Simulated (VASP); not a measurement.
Given:

```
CsSnI3
1.0
    6.18591     0.00000     0.00000
    0.00000     6.18591     0.00000
    0.00000     0.00000     6.18591
Cs Sn I
1 1 3
Direct
  0.00000   0.00000   0.00000
  0.50000   0.50000   0.50000
  0.50000   0.00000   0.50000
  0.00000   0.50000   0.50000
  0.50000   0.50000   0.00000
```

Method: r2SCAN+rVV10, VASP's PBE PAW potentials (set 64) (plane waves; VASP 6.6.1). Run with 520 eV cut-off, 4×4×4 Γ-centred mesh, tetrahedra with Blöchl corrections, potentials Cs_sv Sn_d I.

The cores are frozen, which limits the accuracy of field gradients.

**Question.** Give the principal components of the electric field gradient (V/Å²) and the asymmetry η at each nucleus.

**Answer.** 
| atom | Vxx | Vyy | Vzz | η |
|---|---|---|---|---|
| Cs1 | 0.0 | 0.0 | 0.0 | - |
| Sn2 | 0.0 | 0.0 | 0.0 | - |
| I3 | -173.2 | -173.2 | 346.4 | 0.00 |
| I4 | -173.2 | -173.2 | 346.4 | 0.00 |
| I5 | -173.2 | -173.2 | 346.4 | 0.00 |

The compound is CsSnI3 in the cubic perovskite structure, the ideal cubic form; the compound distorts at low or room temperature. It was relaxed first.
